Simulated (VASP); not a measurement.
Here is the system:

```
CELL_PARAMETERS angstrom
      0.00000     3.24707     3.24707
      3.24707     0.00000     3.24707
      3.24707     3.24707     0.00000
ATOMIC_POSITIONS crystal
  Sn 0.00000 0.00000 0.00000
  Te 0.50000 0.50000 0.50000
```

All values below come from r2SCAN meta-GGA, VASP's PBE PAW potentials (set 64) (plane waves; VASP 6.6.1). Numerical set-up: 520 eV cut-off, 7×7×7 Γ-centred mesh, Gaussian smearing of 0.050 eV, potentials Sn_d Te.

Task: Give the stress tensor in GPa (positive for a compressed cell).

Result: 
```
-2.26   0.00   0.00
 0.00  -2.26   0.00
 0.00   0.00  -2.26
```
The pressure is its mean diagonal, -2.26 GPa.

The compound is SnTe in the rock salt structure, which distorts at low temperature. This cell is one point of a volume scan, at 1.06 of the reference volume.
